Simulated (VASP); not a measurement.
# NaB3 (P4/mmm) in VASP: notebook

Aim: see how the results for NaB3 move with the level of theory and the settings. Levels: PBE, RPBE. Tasks: relaxation of cell and atoms, relaxation of the atoms.

All numbers are computed with VASP 6.6.1; they aren't measurements. Logs are shortened: lines on timing, memory, paths and dates and some standing lists are left out, and cuts for length are marked.

## (1) The crystal as given

It takes space group P4/mmm (No. 123, tetragonal). The conventional cell has a = 3.482 Å, b = 3.482 Å, c = 3.397 Å, α = 90.00°, β = 90.00°, γ = 90.00°. Around Na (site symmetry 4/mmm) lie 12 B at 2.43 to 2.46 Å. B (site symmetry mmm) has 4 Na at 2.43 Å and 8 B at 2.43 to 2.46 Å as nearest neighbours. Around B (site symmetry 4/mmm) lie 8 B at 2.43 Å and 4 Na at 2.46 Å.

The cell was built by a generator and needn't be a form met in nature.

## (2) Relaxation of cell and atoms, PBE

The input, INCAR:

```
PREC     = Accurate       # precision mode
ENCUT    = 600            # plane-wave cutoff, eV
EDIFF    = 1E-6           # SCF threshold, eV
ISMEAR   = 0              # smearing method
SIGMA    = 0.05           # smearing width, eV
LREAL    = F              # projectors in reciprocal space
LASPH    = T              # aspherical terms in the spheres
NELM     = 100            # most SCF steps
ALGO     = Fast           # electronic algorithm
ISIF     = 3              # what is computed and relaxed
LWAVE    = F              # write WAVECAR
LCHARG   = F              # write CHGCAR
GGA      = PE             # functional
IBRION   = 2              # ionic algorithm
NSW      = 40             # ionic steps
EDIFFG   = -0.01          # ionic threshold
```

The input, KPOINTS:

```
Automatic mesh
0
Gamma
  8 8 8
```

The input, POSCAR:

```
NaB3
1.0
    3.4824699000      0.0000000000      0.0000000000
    0.0000000000      3.4824699000      0.0000000000
    0.0000000000      0.0000000000      3.3972046100
Na B
1 3
Direct
    0.0000000000      0.0000000000      0.0000000000
    0.0000000000      0.5000000000      0.5000000000
    0.5000000000      0.0000000000      0.5000000000
    0.5000000000      0.5000000000      0.0000000000
```

Potentials or basis: VASP PAW PBE potentials, release 64 (Na_pv, B).

The run is started by

```
$ cat potpaw_PBE.64/Na_pv/POTCAR potpaw_PBE.64/B/POTCAR > POTCAR
$ mpirun -np 1 vasp_std > vasp.out
```

OUTCAR:

```text
PREC = Accurate
   ENCUT = 600
   EDIFF = 1E-6
   ISMEAR = 0
   LREAL = F
   LASPH = T
   NELM = 100
   ISIF = 3
   GGA = PE
   IBRION = 2
   NSW = 40
   EDIFFG = -0.01

 ion  position               nearest neighbor table
   1  0.000  0.000  0.000-   2 2.43   3 2.43   2 2.43   3 2.43   2 2.43   2 2.43   3 2.43   3 2.43
                             4 2.46   4 2.46   4 2.46   4 2.46
   2  0.000  0.500  0.500-   1 2.43   1 2.43   1 2.43   1 2.43
   3  0.500  0.000  0.500-   1 2.43   1 2.43   1 2.43   1 2.43
   4  0.500  0.500  0.000-   1 2.46   1 2.46   1 2.46   1 2.46

  LATTYP: Found a simple tetragonal cell.
 ALAT       =     3.4824699000
 C/A-ratio  =     0.9755158573

  Lattice vectors:

 A1 = (   3.4824699000,   0.0000000000,   0.0000000000)
 A2 = (   0.0000000000,   3.4824699000,   0.0000000000)
 A3 = (   0.0000000000,   0.0000000000,   3.3972046100)

Analysis of symmetry for initial positions (statically):
=====================================================================
 Subroutine PRICEL returns:
 Original cell was already a primitive cell.

 Routine SETGRP: Setting up the symmetry group for a
 simple tetragonal supercell.

 Subroutine GETGRP returns: Found 16 space group operations
 (whereof 16 operations were pure point group operations)
 out of a pool of 16 trial point group operations.

The static configuration has the point symmetry D_4h.

Analysis of symmetry for dynamics (positions and initial velocities):
=====================================================================
 Subroutine PRICEL returns:
 Original cell was already a primitive cell.

 Routine SETGRP: Setting up the symmetry group for a
 simple tetragonal supercell.

 Subroutine GETGRP returns: Found 16 space group operations
 (whereof 16 operations were pure point group operations)
 out of a pool of 16 trial point group operations.

The dynamic configuration has the point symmetry D_4h.

 Subroutine INISYM returns: Found 16 space group operations
 (whereof 16 operations are pure point group operations),
 and found     1 'primitive' translations

----------------------------------------------------------------------------------------

                                     Primitive cell

  volume of cell :      41.1999

  direct lattice vectors                    reciprocal lattice vectors
     3.482469900  0.000000000  0.000000000     0.287152518  0.000000000  0.000000000
     0.000000000  3.482469900  0.000000000     0.000000000  0.287152518  0.000000000
     0.000000000  0.000000000  3.397204610     0.000000000  0.000000000  0.294359662

  length of vectors
     3.482469900  3.482469900  3.397204610     0.287152518  0.287152518  0.294359662

  position of ions in fractional coordinates (direct lattice)
     0.000000000  0.000000000  0.000000000
     0.000000000  0.500000000  0.500000000
     0.500000000  0.000000000  0.500000000
     0.500000000  0.500000000  0.000000000

  ion indices of the primitive-cell ions
   primitive index   ion index
                 1           1
                 2           2
                 3           3
                 4           4

----------------------------------------------------------------------------------------

 KPOINTS: Automatic mesh

Automatic generation of k-mesh.
 Grid dimensions read from file:
 generate k-points for:    8    8    8

 Generating k-lattice:

  Cartesian coordinates                     Fractional coordinates (reciprocal lattice)
     0.035894065  0.000000000  0.000000000     0.125000000  0.000000000  0.000000000
     0.000000000  0.035894065  0.000000000     0.000000000  0.125000000  0.000000000
     0.000000000  0.000000000  0.036794958     0.000000000  0.000000000  0.125000000

  Length of vectors
     0.035894065  0.035894065  0.036794958

  Shift w.r.t. Gamma in fractional coordinates (k-lattice)
     0.000000000  0.000000000  0.000000000

 Subroutine IBZKPT returns following result:
 ===========================================

 Found     75 irreducible k-points:

 Following reciprocal coordinates:
            Coordinates               Weight
  0.000000  0.000000  0.000000      1.000000
  0.125000  0.000000  0.000000      4.000000
  0.250000  0.000000  0.000000      4.000000
  0.375000  0.000000  0.000000      4.000000
  0.500000  0.000000  0.000000      2.000000
  0.125000  0.125000  0.000000      4.000000
[... 16 lines left out ...]
  0.375000  0.125000  0.125000     16.000000
  0.500000  0.125000  0.125000      8.000000
 [... further k-points ...]
   k-points           NKPTS =     75   k-points in BZ     NKDIM =     75   number of bands    NBANDS=     12
   number of dos      NEDOS =    301   number of ions     NIONS =      4
   total plane-waves  NPLWV =  21952
   dimension x,y,z NGX =    28 NGY =   28 NGZ =   28
   dimension x,y,z NGXF=    56 NGYF=   56 NGZF=   56
   ions per type =               1   3
   NGX,Y,Z   is equivalent  to a cutoff of  13.37, 13.37, 13.70 a.u.
   NGXF,Y,Z  is equivalent  to a cutoff of  26.73, 26.73, 27.40 a.u.
 SYSTEM =  unknown system
   PREC   = accura    normal or accurate (medium, high low for compatibility)
   ISTART =      0    job   : 0-new  1-cont  2-samecut
   ICHARG =      2    charge: 1-file 2-atom 10-const
   ISPIN  =      1    spin polarized calculation?
   LNONCOLLINEAR =      F non collinear calculations
   LSORBIT =      F    spin-orbit coupling
   LASPH  =      T    aspherical Exc in radial PAW
   ENCUT  =  600.0 eV  44.10 Ry    6.64 a.u.   6.96  6.96  6.79*2*pi/ulx,y,z
   NELM   =    100;   NELMIN=  2; NELMDL= -5     # of ELM steps
   EDIFF  = 0.1E-05   stopping-criterion for ELM
   LREAL  =      F    real-space projection
   EDIFFG = -.1E-01   stopping-criterion for IOM
   NSW    =     40    number of steps for IOM
   IBRION =      2    ionic relax: 0-MD 1-quasi-New 2-CG
   NFREE  =      1    steps in history (QN), initial steepest desc. (CG)
   ISIF   =      3    stress and relaxation
   ISYM   =      2    0-nonsym 1-usesym 2-fastsym
   POTIM  = 0.5000    time-step for ionic-motion
   TEBEG  =    0.0;   TEEND  =   0.0 temperature during run
   PSTRESS=    0.0 pullay stress
   NELECT =      16.0000    total number of electrons
   NUPDOWN=      -1.0000    fix difference up-down
   EMIN   =  10.00;   EMAX   =-10.00  energy-range for DOS
   EFERMI =   0.00;   METHOD = LEGACY
   ISMEAR =     0;   SIGMA  =   0.05  broadening in eV -4-tet -1-fermi 0-gaus
   EFERMI_NEDOS =   21; number of points for ismear=-14 and -15
   IALGO  =     68    algorithm
   IMIX   =      4    mixing-type and parameters
     AMIX     =   0.40;   BMIX     =  1.00
     AMIX_MAG =   1.60;   BMIX_MAG =  1.00
  volume/ion in A,a.u.               =      10.30        69.51
  Fermi-wavevector in a.u.,A,eV,Ry     =   1.194399  2.257086 19.409913  1.426588
  Thomas-Fermi vector in A             =   2.330390
   LORBIT       =      0    0 simple, 1 ext, 2 COOP (PROOUT), +10 PAW based schemes
   GGA     = PE    functional components
   LHFCALC =     F    Hartree Fock is set to
   AEXX    =    0.0000 exact exchange contribution
   IVDW    =     0    specifies the selected vdW correction
   LEPSILON=     F    determine dielectric tensor
   LRPA    =     F    only Hartree local field effects (RPA)
 conjugate gradient relaxation of ions
 non-spin polarized calculation
 RMM-DIIS sequential band-by-band and
 Gauss-broadening in eV      SIGMA  =   0.05
  energy-cutoff  :      600.00
  volume of cell :       41.20
 maximum number of plane-waves:      1402
 NGX is ok and might be reduce to    28
   NGX = 13   NGY = 13   NGZ = 13

--------------------------------------- Ionic step        1  -------------------------------------------

 number of electron      16.0000001 magnetization

 Free energy of the ion-electron system (eV)
  ---------------------------------------------------
  ext. energy  EPLUGINS =         0.00000000
  ---------------------------------------------------
  free energy    TOTEN  =       -13.87231181 eV

  energy without entropy =      -13.86979740  energy(sigma->0) =      -13.87105461

------------------------ aborting loop because EDIFF is reached ----------------------------------------

  FORCE on cell =-STRESS in cart. coord.  units (eV):
  Direction    XX          YY          ZZ          XY          YZ          ZX
  --------------------------------------------------------------------------------------
  -------------------------------------------------------------------------------------
  Total       -3.2821568     -3.2821568     -2.0547411      0.0000000     -0.0000000      0.0000000
  in kB     -127.6360796   -127.6360796    -79.9045003      0.0000000     -0.0000000      0.0000000
  external PRESSURE =    -111.7255532 kB  Pullay stress =       0.0000000 kB
[... 137 lines left out ...]
  energy  without entropy=      -14.0928293030  energy(sigma->0) =      -14.09438266

--------------------------------------- Ionic step        5  -------------------------------------------

 number of electron      15.9999994 magnetization

 Free energy of the ion-electron system (eV)
  ---------------------------------------------------
  ext. energy  EPLUGINS =         0.00000000
  ---------------------------------------------------
  free energy    TOTEN  =       -14.09628098 eV

  energy without entropy =      -14.09326472  energy(sigma->0) =      -14.09477285

 E-fermi :   5.4892     XC(G=0): -11.4115

 val. band max:        5.4761034577   @ k =   0.3750   0.1250   0.1250
 cond. band min:       5.4924071286   @ k =   0.3750   0.2500   0.5000
 fundamental gap:      0.0163036709
 Fermi energy:         5.4892438574

 k-point     1 :       0.0000    0.0000    0.0000
  band No.  band energies     occupation
      1     -17.2794      2.00000
      2     -17.2794      2.00000
      3     -17.2791      2.00000
      4      -7.0862      2.00000
      5       2.8300      2.00000
      6       2.8300      2.00000
      7       2.8471      2.00000
      8       4.7144      2.00000
      9       4.7377      2.00000
     10      10.3589      0.00000
     11      10.3589      0.00000
     12      10.3602      0.00000
[... 331 lines left out ...]
 k-point    24 :       0.5000    0.1250    0.1250
  band No.  band energies     occupation
      1     -17.4281      2.00000
      2     -17.2793      2.00000
      3     -17.2763      2.00000
      4      -4.3616      2.00000
      5      -2.9853      2.00000
      6       3.2072      2.00000
      7       3.3950      2.00000
      8       4.7012      2.00000
      9       6.2767      0.00000
     10       8.3958      0.00000
     11       9.6856      0.00000
     12      10.2226      0.00000

 [... further k-points ...]
[... 5 lines left out ...]
  --------------------------------------------------------------------------------------
  -------------------------------------------------------------------------------------
  Total       -0.0294472     -0.0294472      0.0329789      0.0000000      0.0000000      0.0000000
  in kB       -1.3171582     -1.3171582      1.4751267      0.0000000      0.0000000      0.0000000
  external PRESSURE =      -0.3863966 kB  Pullay stress =       0.0000000 kB
[... 19 lines left out ...]
  FREE ENERGIE OF THE ION-ELECTRON SYSTEM (eV)
  ---------------------------------------------------
  free  energy   TOTEN  =       -14.0962809756 eV

  energy  without entropy=      -14.0932647234  energy(sigma->0) =      -14.09477285

 reached required accuracy - stopping structural energy minimisation
```

Wall time 2 min (1 thread of AMD EPYC 7R43 (Zen 3), shared host); peak memory 0.14 GiB.

What came out:

* Free energy: -14.0963 eV
* Relaxed volume: 8.95 Å³/atom
* Relaxed cell: a = 3.298 Å, b = 3.298 Å, c = 3.294 Å, α = 90.00°, β = 90.00°, γ = 90.00°
* Space group after relaxing (to 0.05 Å): Pm-3m (No. 221)
* Energy gained by relaxing: 56.0 meV/atom
* Ionic steps: 5
* Pressure after relaxing: 0.0 GPa
* Band gap on the k mesh: none (metal or under the smearing width)

Stress tensor (GPa, compression positive):
```
-0.13  0.00  0.00
 0.00 -0.13  0.00
 0.00  0.00  0.15
```

The path:
```csv
step,energy change (eV),largest force (eV/Å),pressure (GPa),volume (Å³)
1,0.0000,0.0000,-11.17,41.20
2,-0.2095,0.0000,-3.49,37.06
3,-0.2233,0.0000,-0.38,35.96
4,-0.2236,0.0000,0.19,35.79
5,-0.2240,0.0000,-0.04,35.82
```

Final structure:
```
CELL_PARAMETERS angstrom
3.29762 0.00000 0.00000
0.00000 3.29762 0.00000
0.00000 0.00000 3.29393
ATOMIC_POSITIONS crystal
Na 0.00000 0.00000 0.00000
B 0.00000 0.50000 0.50000
B 0.50000 0.00000 0.50000
B 0.50000 0.50000 0.00000
```

## (3) Relaxation of the atoms, RPBE

The input, INCAR:

```
ALGO = Fast ; EDIFF = 1E-6
EDIFFG = -0.01 ; ENCUT = 520
GGA = RP ; IBRION = 2
ISIF = 2 ; ISMEAR = 0
LASPH = True ; LCHARG = False
LREAL = False ; LWAVE = False
NELM = 80 ; NSW = 60
PREC = Accurate ; SIGMA = 0.05
```

The input, KPOINTS:

```
k-points
0
Gamma
  8 8 8
```

POSCAR is that of step 2.

Potentials or basis: VASP PAW PBE potentials, release 64 (Na_pv, B).

The run is started by

```
$ cat potpaw_PBE.64/Na_pv/POTCAR potpaw_PBE.64/B/POTCAR > POTCAR
$ mpirun -np 1 vasp_std > vasp.out
```

It took 36 s on 1 thread of AMD EPYC 7R43 (Zen 3), shared host; peak memory 0.13 GiB.

The run converged. Its results:

| Property | Result |
| --- | --- |
| Free energy | -12.8323 eV |
| Pressure after relaxing | -8.3 GPa |
| Band gap on the k mesh | none (metal or under the smearing width) |

Stress tensor (GPa, compression positive):
```
-9.87  0.00  0.00
 0.00 -9.87  0.00
 0.00  0.00 -5.16
```

Final structure:
```yaml
crystal:
  lattice:
    - [3.48247, 0.00000, 0.00000]
    - [0.00000, 3.48247, 0.00000]
    - [0.00000, 0.00000, 3.39720]
  atoms:
    - { symbol: Na, position: [0.00000, 0.00000, 0.00000] }
    - { symbol: B, position: [0.00000, 0.50000, 0.50000] }
    - { symbol: B, position: [0.50000, 0.00000, 0.50000] }
    - { symbol: B, position: [0.50000, 0.50000, 0.00000] }
```

Levels at points of the mesh, in eV from the Fermi level:
| k point | band 5 | band 6 | band 7 | band 8 | band 9 | band 10 | band 11 | band 12 |
| --- | --- | --- | --- | --- | --- | --- | --- | --- |
| (0.00, 0.00, 0.00) | -2.42 | -2.42 | -2.08 | -1.45 | -1.00 | 4.38 | 4.38 | 4.41 |
| (0.50, 0.00, 0.00) | -8.22 | -1.08 | -0.73 | 0.36 | 1.41 | 1.48 | 1.74 | 3.58 |
| (0.50, 0.50, 0.00) | -6.49 | -6.49 | -4.12 | 1.84 | 1.84 | 1.98 | 3.15 | 4.27 |
| (0.00, 0.00, 0.50) | -8.14 | -0.93 | -0.93 | 0.18 | 1.18 | 1.53 | 1.53 | 3.49 |
| (0.50, 0.00, 0.50) | -6.38 | -6.31 | -4.15 | 1.64 | 1.66 | 1.78 | 2.66 | 3.93 |
| (0.50, 0.50, 0.50) | -4.74 | -4.74 | -4.72 | -3.32 | -3.32 | -3.18 | 6.76 | 8.26 |

Caveat: the relaxation stopped at its first step, so nothing moved; the PAW data sets were made with another functional, which shifts forces and pressure a little.

## (4) For comparison

An earlier run on the cell as given: functional PBE; potentials or basis VASP PAW PBE potentials, release 64 (Na_pv, B); cutoff 520 eV; k mesh 8 × 8 × 8; occupations fermi-dirac, width 0.05 eV; no spin polarisation.

* Pressure: -11.2 GPa
* Band gap on the k mesh: none (metal or under the smearing width)

## (5) The runs side by side

```tsv
task	level	cell	cutoff (eV)	smearing	gap on the mesh (eV)	pressure (GPa)
relaxation of cell and atoms	PBE	relaxed	600	gaussian 0.05 eV	none	0.0
relaxation of the atoms	RPBE	atoms relaxed	520	gaussian 0.05 eV	none	-8.3
single point	PBE	as given	520	fermi-dirac 0.05 eV	none	-11.2
```

Alike in all rows: potentials or basis VASP PAW PBE potentials, release 64 (Na_pv, B); no spin polarisation; k mesh 8 × 8 × 8.

Caveats: the relaxation stopped at its first step, so nothing moved (some runs); the PAW data sets were made with another functional, which shifts forces and pressure a little (some runs).

Absolute energies hang on the potentials; compare differences alone.
